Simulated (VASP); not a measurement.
Energy against volume of CsPbCl3 (cubic perovskite). Calculation: AM05 GGA, VASP's PBE PAW potentials (set 64) (plane waves; VASP 6.6.1). Settings: 520 eV cut-off, 4×4×4 Γ-centred mesh, Gaussian smearing of 0.050 eV, potentials Cs_sv Pb_d Cl.

| V (Å³/atom) | E (eV/atom) |
|---|---|
| 35.567 | -3.48869 |
| 36.666 | -3.49151 |
| 37.767 | -3.48964 |
| 38.866 | -3.48387 |

Problem. Fit these four points and predict the energy of the run at 34.467 Å³/atom.

Solution. A cubic in V^(−2/3), the third-order Birch-Murnaghan form, passes through the four points with V0 = 36.75 Å³/atom and B0 = 22 GPa, and gives -3.4802 eV/atom there. The run gave -3.4803 eV/atom, -0.1 meV/atom from the fit; all five points give B0 = 22 GPa.

The compound is CsPbCl3 in the cubic perovskite structure, the ideal cubic form; the compound distorts at low or room temperature. It was relaxed first.
